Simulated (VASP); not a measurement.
Given:

```xyz
4
Lattice="1.9176 -3.3214 0.0000 1.9176 3.3214 0.0000 0.0000 0.0000 6.2820" Properties=species:S:1:pos:R:3 pbc="T T T"
Zn     1.9176    -1.1071     3.1417
Zn     1.9176     1.1071     0.0007
S      1.9176    -1.1071     5.4960
S      1.9176     1.1071     2.3550
```

Method: AM05 GGA, VASP's PBE PAW potentials (set 64) (plane waves; VASP). Run with 520 eV cut-off, 7×7×4 Γ-centred mesh, Gaussian smearing of 0.050 eV, potentials Zn S.

**Question.** Estimate the energy per atom (σ→0), pressure.

**Answer.** 
- energy per atom (σ→0): -3.564 eV/atom
- pressure: -2.11 GPa

Only differences to runs with the same potentials and settings are physical.

The compound is ZnS in the wurtzite structure, the high-temperature form. This cell is one point of a volume scan, at 1.03 of the reference volume.
